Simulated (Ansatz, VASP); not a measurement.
PIr in VASP and in Ansatz

The input POSCAR:

```
PIr
1.0
    0.0000000000      2.6258420330      2.6258420330
    2.6258420330      0.0000000000      2.6258420330
    2.6258420330      2.6258420330      0.0000000000
Ir P
1 1
Direct
    0.0000000000      0.0000000000      0.0000000000
    0.2500000000      0.2500000000      0.2500000000
```

The input INCAR.step1:

```
PREC = Accurate
ENCUT = 520
ISMEAR = 0
SIGMA = 0.05
LREAL = F
LASPH = T
NELM = 100
NBANDS = 14
GGA = PE
ALGO = Normal
EDIFF = 1E-4
LWAVE = T
LCHARG = F
```

The input INCAR.step2:

```
PREC = Accurate
ENCUT = 520
EDIFF = 1E-7
ISMEAR = 0
SIGMA = 0.05
LREAL = F
LASPH = T
NELM = 100
ALGO = Normal
ISIF = 2
LWAVE = F
LCHARG = T
METAGGA = R2SCAN
LMIXTAU = T
LELF = T
LVHAR = T
NBANDS = 14
ISTART = 1
```

Contents of KPOINTS:

```
Automatic mesh
0
Gamma
  12 12 12
```

Input for Ansatz:

```yaml
crystal:
  lattice:
    - [0.0, 2.625842033, 2.625842033]
    - [2.625842033, 0.0, 2.625842033]
    - [2.625842033, 2.625842033, 0.0]
  atoms:
    - { symbol: Ir, position: [0.0, 0.0, 0.0] }
    - { symbol: P, position: [0.25, 0.25, 0.25] }
basis:
  ecutwfc: 500
  ecutrho_ratio: 4
kpoints:
  mp_grid: { grid: [12, 12, 12] }
hamiltonian:
  xc: r2scan
scf:
  occupations: { method: gaussian, width: 0.05 }
output:
  forces: true
  stress: true
  eigenvalues: true
  populations: true
  write_density: true
  write_potential: true
  elf: true
  volumetric_format: npy
```

Alike in both runs: task single point; functional r2SCAN; k mesh 12 × 12 × 12; occupations gaussian, width 0.05 eV; no spin polarisation.

```csv
,VASP,Ansatz
version,VASP 6.6.1,Ansatz 0.2.0
potentials or method,"VASP PAW PBE potentials, release 64 (Ir, P)","scalar-relativistic, plane waves, PAW"
plane-wave cutoff (eV),520,500
valence electrons in the cell,14,22
```

|  | VASP | Ansatz | Ansatz less VASP |
| --- | --- | --- | --- |
| gap on the k mesh at the Fermi level (eV) | none | none | - |
| pressure (GPa) | -2.9 | -3.6 | -0.67 |

A gap of «none» marks a metal or a gap that the smearing closes. The functional is the same, so the differences come from potentials, cutoffs and numerics. The two sets of potentials don't hold the same shells in valence.

Caveats: the PAW data sets were made with another functional, which shifts forces and pressure a little (VASP). The runs have no spin-orbit coupling, so splittings on Ir are missing.
